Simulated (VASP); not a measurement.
# MnFe4SiB2 with rev-vdW-DF2: from relaxation to properties

What structure does MnFe4SiB2 take at this level, and what are its properties? The steps: full relaxation (rev-vdW-DF2), second relaxation, single point with fields (rev-vdW-DF2), band structure (rev-vdW-DF2) and total and projected DOS (rev-vdW-DF2). The start is a computed cell from the Materials Project.

Program: VASP 6.6.1. Level of theory: rev-vdW-DF2, spin-polarised from a ferromagnetic start; plane waves and PAW (Mn_pv, Fe, Si, B). Results are calculated unless marked as measured.

Most raw output is cut from this account.

### 1. Set-up

Before any relaxation, the start is as follows. It takes space group I4/mcm (No. 140, tetragonal). Conventional cell: a = 5.530 Å, b = 5.530 Å, c = 10.277 Å, α = 90.00°, β = 90.00°, γ = 90.00°. Nearest to Mn lie 4 B at 2.21 Å and 8 Fe at 2.49 Å and 2 Si at 2.57 Å. Nearest to Fe lie 3 B at 2.14 to 2.17 Å and 2 Si at 2.37 Å. Nearest to Si lie 8 Fe at 2.37 Å and 2 Mn at 2.57 Å. B has 1 B at 1.86 Å and 6 Fe at 2.14 to 2.17 Å and 2 Mn at 2.21 Å nearest. Farther neighbours are not listed.

Coordinates:

```cif
data_structure
_symmetry_space_group_name_H-M 'I4/mcm'
_symmetry_Int_Tables_number 140
_cell_length_a 5.5305
_cell_length_b 5.5305
_cell_length_c 10.2775
_cell_angle_alpha 90.000
_cell_angle_beta 90.000
_cell_angle_gamma 90.000
_cell_volume 314.35
loop_
_atom_site_label
_atom_site_type_symbol
_atom_site_symmetry_multiplicity
_atom_site_Wyckoff_symbol
_atom_site_fract_x
_atom_site_fract_y
_atom_site_fract_z
_atom_site_occupancy
Mn1 Mn 4 c 0.50000 0.50000 0.00000 1
Fe1 Fe 16 l 0.66869 0.16869 0.36386 1
Si1 Si 4 a 0.00000 0.00000 0.25000 1
B1 B 8 h 0.38079 0.88079 0.00000 1
```

### 2. Full relaxation (rev-vdW-DF2)

The start need not lie at this functional's minimum. ISIF = 3 frees volume, shape and positions, and EDIFFG sets the threshold on forces and stress at which the search stops. rev-vdW-DF2 revises the exchange of vdW-DF2 for solids. LUSE_VDW switches on a nonlocal correlation term for dispersion.

Input file INCAR:

```
SYSTEM = MnFe4SiB2
PREC = Accurate
ENCUT = 420
EDIFF = 1E-06
NELM = 100
ISMEAR = 1
SIGMA = 0.2
LREAL = .FALSE.
ALGO = Normal
GGA = MK
AGGAC = 0
LUSE_VDW = .TRUE.
PARAM1 = 0.1234
PARAM2 = 0.711357
ZAB_VDW = -1.8867
LASPH = .TRUE.
NBANDS = 98
ISPIN = 2
MAGMOM = 4 4 3 3 3 3 3 3 3 3 0 0 0 0 0 0
LMAXMIX = 4
LORBIT = 11
LWAVE = .FALSE.
LCHARG = .FALSE.
KPAR = 8
IBRION = 2
NSW = 60
ISIF = 3
EDIFFG = -0.01
```

Input file POSCAR:

```
MnFe4SiB2
1.0
   -2.7652480000      2.7652480000      5.1387440000
    2.7652480000     -2.7652480000      5.1387440000
    2.7652480000      2.7652480000     -5.1387440000
Mn Fe Si B
2 8 2 4
Direct
    0.5000000000      0.5000000000      0.0000000000
    0.0000000000      0.0000000000      0.0000000000
    0.5325500000      0.0325500000      0.8373710000
    0.1951790000      0.6951790000      0.1626290000
    0.0325500000      0.1951790000      0.5000000000
    0.6951790000      0.5325500000      0.5000000000
    0.4674500000      0.9674500000      0.1626290000
    0.8048210000      0.3048210000      0.8373710000
    0.9674500000      0.8048210000      0.5000000000
    0.3048210000      0.4674500000      0.5000000000
    0.2500000000      0.2500000000      0.0000000000
    0.7500000000      0.7500000000      0.0000000000
    0.8807850000      0.3807850000      0.2615700000
    0.1192150000      0.6192150000      0.7384300000
    0.3807850000      0.1192150000      0.5000000000
    0.6192150000      0.8807850000      0.5000000000
```

Input file KPOINTS:

```
Automatic mesh
0
Gamma
6 6 6
0 0 0
```

Potentials, in the order of the species: Mn_pv, Fe, Si and B (PBE family, release 64).

On the command line:

```
$ mpirun -np 8 vasp_std
```

It took 26 min on 8 MPI ranks of Intel Xeon 6975P-C (Granite Rapids), shared host; peak memory 11 GiB; 3.4 h of CPU time.

The magnetic state follows from one typed start and may not be the lowest. The PAW data sets were made with PBE, which is usual practice but a small mismatch for other functionals. The run keeps the 16 symmetry operations of its start, so it cannot find a distortion of lower symmetry.

Step by step:

```tsv
step	energy less that of the first step (eV)	largest force (eV/Å)	pressure (GPa)	volume (Å³)
1	0.0000	0.1118	-4.77	157.18
2	-0.0004	0.1078	5.16	150.62
3	-0.0519	0.0628	-0.02	153.84
4	-0.0519	0.0635	0.12	153.77
5	-0.0531	0.0278	0.09	153.75
6	-0.0535	0.0352	0.08	153.71
7	-0.0536	0.0317	0.08	153.72
8	-0.0539	0.0178	-0.15	153.83
9	-0.0539	0.0122	-0.21	153.88
10	-0.0541	0.0087	0.00	153.73
```

```tsv
conventional cell, symmetrised	before	after	change
a (Å)	5.530	5.498	-0.6 %
b (Å)	5.530	5.498	-0.6 %
c (Å)	10.277	10.172	-1.0 %
volume (Å³/atom)	9.82	9.61	-2.2 %
```

The relaxed structure:

```xyz
16
Lattice="-2.7490 2.7490 5.0858 2.7490 -2.7490 5.0858 2.7490 2.7490 -5.0858" Properties=species:S:1:pos:R:3 pbc="T T T"
Mn    0.0000    0.0000    5.0858
Mn    0.0000    0.0000    0.0000
Fe    0.9230    3.6720   -1.3836
Fe    1.8260   -0.9230    3.7023
Fe    1.8260    0.9230   -1.3836
Fe    0.9230    1.8260    3.7023
Fe    1.8260   -0.9230    6.4694
Fe    0.9230    3.6720    1.3836
Fe    0.9230    1.8260    6.4694
Fe    1.8260    0.9230    1.3836
Si    0.0000    0.0000    2.5429
Si    0.0000    0.0000    7.6288
B    -0.6604    2.0886    5.0858
B     3.4094    0.6604    0.0000
B     0.6604    2.0886    0.0000
B     2.0886    0.6604    5.0858
```

This step gave:

| Item | Value |
| --- | --- |
| electrons | 110 |
| bands | 98 |
| irreducible k-points | 30 |
| symmetry operations | 16 |
| free energy (TOTEN) | -101.1706 eV |
| energy at zero smearing | -101.1730 eV |
| Fermi energy | 8.360 eV |
| pressure | 3.74e-4 GPa |
| moment of the cell, from the last line of the log | 15.46 μB |
| metallic | yes |
| SCF cycles over all ionic steps | 91 |

Spin moment in the PAW sphere by atom:

```tsv
atom	spin moment in the PAW sphere (μB)
Mn1	2.00
Mn2	2.00
Fe3	1.51
Fe4	1.51
Fe5	1.51
Fe6	1.51
Fe7	1.51
Fe8	1.51
Fe9	1.51
Fe10	1.51
Si11	-0.07
Si12	-0.07
B13	-0.10
B14	-0.10
B15	-0.10
B16	-0.10
```

It ends with a largest force of 0.009 eV/Å and a pressure of 0.00 GPa.

### 3. Second relaxation

The basis stayed that of the start cell while the cell moved. A rerun from the cell reached resets it; the error of the finite cutoff stays.

INCAR is that of step 2.

Input file POSCAR:

```
MnFe4SiB2
1.0
   -2.7489862493      2.7489862493      5.0858436328
    2.7489862493     -2.7489862493      5.0858436328
    2.7489862493      2.7489862493     -5.0858436328
Mn Fe Si B
2 8 2 4
Direct
    0.5000000000      0.5000000000      0.0000000000
    0.0000000000      0.0000000000      0.0000000000
    0.5318582523      0.0318582523      0.8357585666
    0.1960996857      0.6960996857      0.1642414334
    0.0318582523      0.1960996857      0.5000000000
    0.6960996857      0.5318582523      0.5000000000
    0.4681417477      0.9681417477      0.1642414334
    0.8039003143      0.3039003143      0.8357585666
    0.9681417477      0.8039003143      0.5000000000
    0.3039003143      0.4681417477      0.5000000000
    0.2500000000      0.2500000000      0.0000000000
    0.7500000000      0.7500000000      0.0000000000
    0.8798784748      0.3798784748      0.2597569497
    0.1201215252      0.6201215252      0.7402430503
    0.3798784748      0.1201215252      0.5000000000
    0.6201215252      0.8798784748      0.5000000000
```

KPOINTS is that of step 2.

On the command line:

```
$ mpirun -np 8 vasp_std
```

Run time: 4.3 min. Hardware: 8 MPI ranks; peak memory 10 GiB.

Little changed from the start: no atom moved by 0.005 Å and no cell edge by 0.1 %.

Numbers from this step:

```yaml
free_energy_toten: -101.1618 eV
energy_at_zero_smearing: -101.1642 eV
fermi_energy: 8.36 eV
pressure: -0.08981 GPa
scf_cycles_over_all_ionic_steps: 19
```

It ends with a largest force of 0.009 eV/Å and a pressure of -0.09 GPa. The volume moved by under 0.01 %: the run met its threshold at the first step.

### 4. Single point with fields (rev-vdW-DF2)

A single point on the relaxed cell gives a clean self-consistent state, with density, ELF and potential written out.

INCAR, as its differences from that of step 3:

```diff
@@ -22,7 +22,5 @@
 LWAVE = .FALSE.
-LCHARG = .FALSE.
-KPAR = 8
-IBRION = 2
-NSW = 60
-ISIF = 3
-EDIFFG = -0.01
+LCHARG = .TRUE.
+ISIF = 2
+LELF = .TRUE.
+LVHAR = .TRUE.
```

POSCAR is that of step 3.

KPOINTS is that of step 3.

On the command line:

```
$ mpirun -np 8 vasp_std
```

It took 1.8 min on 8 MPI ranks; peak memory 2.9 GiB; 15 min of CPU time.

With spin, VASP writes an ELF for each channel.

This step gave:

| Property | Result |
| --- | --- |
| SCF cycles | 19 |
| bands | 104 |
| pressure | -0.08448 GPa |

Valence electrons inside each PAW sphere by angular momentum. Sphere charges, by row:

```tsv
atom	s (e)	p (e)	d (e)	tot (e)
Mn1	0.378	6.453	5.259	12.09
Mn2	0.378	6.453	5.259	12.09
Fe3	0.441	0.616	6.455	7.512
Fe4	0.441	0.616	6.455	7.512
Fe5	0.441	0.616	6.455	7.512
Fe6	0.441	0.616	6.455	7.512
Fe7	0.441	0.616	6.455	7.512
Fe8	0.441	0.616	6.455	7.512
Fe9	0.441	0.616	6.455	7.512
Fe10	0.441	0.616	6.455	7.512
Si11	0.75	0.979	0	1.729
Si12	0.75	0.979	0	1.729
B13	0.7	1.189	0	1.888
B14	0.7	1.189	0	1.888
B15	0.7	1.189	0	1.888
B16	0.7	1.189	0	1.888
```

Spin density in the ab plane of the conventional cell at fractional z = 0.000, with atoms of Mn and B within 0.2 Å of it.

Ten even steps from '0' (0.0 e/Å³) to '9' (2.8 e/Å³), each cell a mean:
```
730000000000015
100000000000001
000000000000000
000000000000000
000000000000000
000000142000000
000000497200000
000000375100000
000000011000000
000000000000000
000000000000000
000000000000000
410000000000002
940000000000027
```
Columns run along a (5.5 Å), rows up along b (5.5 Å), edges of the conventional cell, whose origin can differ from the input's. Atoms in or near the plane, at fractional coordinates: Mn at (0.50, 0.50), Mn at (0.00, 0.00), B at (0.38, 0.88), B at (0.62, 0.12), B at (0.12, 0.38), B at (0.88, 0.62).

ELF of up spins in the ab plane of the conventional cell at fractional z = 0.000, with atoms of Mn and B within 0.2 Å of it. It is the smooth field of the valence electrons, not physical close to the nuclei.

Values, 14 rows by 15 columns, each cell a mean:
```
0.10 0.25 0.27 0.47 0.57 0.33 0.36 0.61 0.61 0.52 0.47 0.37 0.22 0.25 0.16
0.27 0.23 0.27 0.55 0.48 0.10 0.13 0.50 0.52 0.34 0.26 0.27 0.24 0.23 0.28
0.27 0.23 0.31 0.51 0.57 0.38 0.42 0.57 0.45 0.26 0.23 0.33 0.45 0.43 0.35
0.49 0.32 0.25 0.34 0.52 0.59 0.57 0.47 0.33 0.27 0.33 0.51 0.58 0.57 0.59
0.56 0.37 0.23 0.24 0.32 0.33 0.30 0.27 0.22 0.23 0.42 0.59 0.36 0.18 0.40
0.59 0.48 0.36 0.31 0.25 0.21 0.26 0.24 0.25 0.25 0.37 0.60 0.32 0.10 0.34
0.67 0.59 0.55 0.52 0.32 0.25 0.20 0.04 0.12 0.28 0.29 0.55 0.55 0.46 0.59
0.59 0.35 0.35 0.59 0.45 0.27 0.25 0.11 0.17 0.24 0.22 0.37 0.47 0.52 0.62
0.48 0.12 0.12 0.51 0.53 0.26 0.23 0.26 0.27 0.23 0.24 0.26 0.26 0.34 0.53
0.57 0.41 0.39 0.57 0.49 0.30 0.23 0.28 0.36 0.44 0.44 0.32 0.23 0.27 0.47
0.48 0.57 0.58 0.51 0.33 0.25 0.32 0.50 0.59 0.57 0.59 0.50 0.33 0.27 0.34
0.27 0.29 0.33 0.32 0.24 0.23 0.38 0.56 0.39 0.17 0.37 0.60 0.40 0.22 0.22
0.24 0.26 0.20 0.26 0.32 0.36 0.48 0.59 0.33 0.10 0.33 0.60 0.35 0.25 0.24
0.03 0.21 0.24 0.33 0.53 0.56 0.60 0.67 0.58 0.46 0.55 0.54 0.29 0.28 0.09
```
Columns run along a (5.5 Å), rows up along b (5.5 Å), edges of the conventional cell, whose origin can differ from the input's. Atoms in or near the plane, at fractional coordinates: Mn at (0.50, 0.50), Mn at (0.00, 0.00), B at (0.38, 0.88), B at (0.62, 0.12), B at (0.12, 0.38), B at (0.88, 0.62).

Electrostatic potential energy in the ab plane of the conventional cell at fractional z = 0.000, with atoms of Mn and B within 0.2 Å of it. With pseudopotentials it is smooth inside the atoms' cores, unlike the true potential.

Ten even steps from '_' (-49 eV) to '@' (0 eV), each cell a mean:
```
__::**@@**====**@@@@@@@@%%==__
--++%%%%==%%##++@@@@@@@@@@##==
%%@@@@@@**====##@@@@@@@@@@@@%%
@@@@@@@@@@%%%%@@@@@@@@@@##++##
%%@@@@@@@@@@%%####@@@@##==##==
##@@@@@@@@##--..::++@@##++%%==
%%%%%%@@@@++..____--%%%%**==**
**====**@@**::____==%%@@@@@@@@
==%%%%==@@%%++--==##@@@@@@@@@@
**====**@@@@@@%%%%@@@@@@@@@@@@
@@%%%%@@@@@@@@@@##++##@@@@@@@@
##%%@@@@@@@@@@%%==##==##@@@@##
..==%%@@@@@@@@##==%%++##%%++::
__..**@@@@%%%%%%**==**%%%%--__
```
Columns run along a (5.5 Å; values clipped at the 3rd and 97th percentile), rows up along b (5.5 Å), edges of the conventional cell, whose origin can differ from the input's. Atoms in or near the plane, at fractional coordinates: Mn at (0.50, 0.50), Mn at (0.00, 0.00), B at (0.38, 0.88), B at (0.62, 0.12), B at (0.12, 0.38), B at (0.88, 0.62).

In this run the pressure is -0.08 GPa, small enough to go on.

### 5. Band structure (rev-vdW-DF2)

The mesh alone shows little of the dispersion and can miss band extrema, so KPOINTS_OPT adds a path through the symmetry points after the self-consistent cycle.

Input file INCAR:

```
SYSTEM = MnFe4SiB2
PREC = Accurate
ENCUT = 420
EDIFF = 1E-06
NELM = 100
ISMEAR = 1
SIGMA = 0.2
LREAL = .FALSE.
ALGO = Normal
GGA = MK
AGGAC = 0
LUSE_VDW = .TRUE.
PARAM1 = 0.1234
PARAM2 = 0.711357
ZAB_VDW = -1.8867
LASPH = .TRUE.
NBANDS = 108
ISPIN = 2
MAGMOM = 1.998 1.998 1.511 1.511 1.511 1.511 1.511 1.511 1.511 1.511 -0.073 -0.073 -0.103 -0.103 -0.103 -0.103
LMAXMIX = 4
LORBIT = 11
LWAVE = .FALSE.
LCHARG = .FALSE.
KPAR = 8
```

POSCAR is that of step 4.

KPOINTS is that of step 4.

Input file KPOINTS_OPT:

```
Line mode
12
Line-mode
Reciprocal
  0.00000000   0.00000000   0.00000000 GAMMA
  0.50000000  -0.50000000   0.00000000 X

  0.50000000  -0.50000000   0.00000000 X
  0.50000000  -0.50000000   0.14607945 Y

  0.50000000  -0.50000000   0.14607945 Y
  0.32303973  -0.32303973   0.32303973 S

  0.32303973  -0.32303973   0.32303973 S
  0.00000000   0.00000000   0.00000000 GAMMA

  0.00000000   0.00000000   0.00000000 GAMMA
  0.50000000   0.50000000  -0.50000000 Z

  0.50000000   0.50000000  -0.50000000 Z
  0.67696027   0.32303973  -0.32303973 S1

  0.67696027   0.32303973  -0.32303973 S1
  0.50000000   0.00000000   0.00000000 N

  0.50000000   0.00000000   0.00000000 N
  0.75000000  -0.25000000  -0.25000000 P

  0.75000000  -0.25000000  -0.25000000 P
  0.85392055   0.14607945  -0.50000000 Y1

  0.85392055   0.14607945  -0.50000000 Y1
  0.50000000   0.50000000  -0.50000000 Z

  0.50000000  -0.50000000   0.00000000 X
  0.75000000  -0.25000000  -0.25000000 P
```

On the command line:

```
$ mpirun -np 8 vasp_std
```

It took 8.8 min on 8 MPI ranks; peak memory 11 GiB.

Numbers from this step:

| Quantity | Value |
| --- | --- |
| SCF cycles | 21 |
| bands | 108 |
| pressure | -0.09724 GPa |

Spin up. Electronic bands along the path, in eV, zero at the Fermi level; # counts the bands kept:

```tsv
point	#52	#53	#54	#55	#56	#57	#58	#59
Γ	-0.43	-0.41	-0.39	-0.35	-0.31	0.03	0.59	0.59
0.55 of the way	-0.57	-0.39	-0.15	-0.09	0.08	0.60	0.66	0.95
X	-0.53	-0.48	-0.13	-0.06	0.07	0.63	0.83	1.05
0.55 of the way	-0.51	-0.39	-0.16	-0.01	0.08	0.51	0.78	1.08
Y	-0.49	-0.22	-0.19	0.10	0.10	0.29	0.70	0.95
0.45 of the way	-0.50	-0.33	-0.10	0.08	0.22	0.28	0.57	0.78
S	-0.50	-0.47	-0.41	0.10	0.29	0.36	0.63	0.92
0.45 of the way	-0.47	-0.42	-0.09	0.04	0.07	0.18	0.35	0.77
Γ	-0.43	-0.41	-0.39	-0.35	-0.31	0.03	0.59	0.59
0.55 of the way	-0.30	-0.30	-0.10	0.00	0.04	0.04	0.17	0.26
Z	-0.56	-0.56	-0.11	-0.11	0.03	0.29	0.33	0.73
0.45 of the way	-0.54	-0.35	-0.30	-0.24	0.13	0.22	0.46	0.98
S1	-0.50	-0.47	-0.41	0.10	0.29	0.36	0.63	0.92
0.55 of the way	-0.51	-0.47	-0.30	0.08	0.27	0.66	0.77	0.86
N	-0.53	-0.34	-0.34	0.15	0.15	0.71	0.71	1.14
0.55 of the way	-0.43	-0.37	-0.37	0.07	0.07	0.75	0.75	1.26
P	-0.49	-0.39	-0.39	-0.13	-0.13	0.98	0.98	1.37
0.45 of the way	-0.46	-0.40	-0.27	-0.07	-0.06	0.80	0.84	1.08
Y1	-0.49	-0.22	-0.19	0.10	0.10	0.29	0.70	0.95
0.55 of the way	-0.46	-0.43	-0.25	-0.17	0.20	0.25	0.35	1.21
Z	-0.56	-0.56	-0.11	-0.11	0.03	0.29	0.33	0.73
jump to X	-0.53	-0.48	-0.13	-0.06	0.07	0.63	0.83	1.05
0.45 of the way	-0.50	-0.47	-0.22	-0.08	-0.04	0.83	0.86	1.05
P	-0.49	-0.39	-0.39	-0.13	-0.13	0.98	0.98	1.37
```

Of the projections kept (Mn, Fe, Si, B), the largest for each band there; the rest of the weight can lie on other orbitals:

```tsv
point	#52	#53	#54	#55	#56	#57	#58	#59
Γ	Mn 0.51	Fe 0.96	Fe 0.89	Mn 0.51	Mn 0.53	Fe 0.81	Fe 0.85	Fe 0.85
X	Fe 0.65	Mn 0.60	Fe 0.64	Fe 0.57	Fe 0.92	Fe 0.71	Fe 0.76	Fe 0.54
Y	Fe 0.75	Fe 0.67	Fe 0.48	Fe 0.82	Fe 0.61	Fe 0.74	Fe 0.71	Fe 0.56
S	Fe 0.79	Fe 0.57	Fe 0.78	Fe 0.79	Fe 0.60	Fe 0.73	Fe 0.54	Fe 0.60
Γ	Mn 0.51	Fe 0.96	Fe 0.89	Mn 0.51	Mn 0.53	Fe 0.81	Fe 0.85	Fe 0.85
Z	Fe 0.89	Fe 0.89	Fe 0.61	Fe 0.61	Fe 0.54	Fe 0.86	Fe 0.90	Fe 0.70
```

(Continued in part 2 of 2.)

[Lines on the potential files, build, host, timing and source positions are cut from VASP's logs without a mark.]

[Logs are printed without paths, hosts, clocks, repeated set-up lines and the standing remarks that a program may print on its own settings, such as how far it seeks lower states.]

[Hosts, paths, dates, database ids (printed as entryN), source tags and the programs' standing remarks are cut or masked in the printed files.]

[A measured line is paired with the nearest computed mode of its activity, which favours agreement.]

[In band tables of VASP the shares of atoms and orbitals are scaled to a sum of 1 inside the atoms' spheres.]
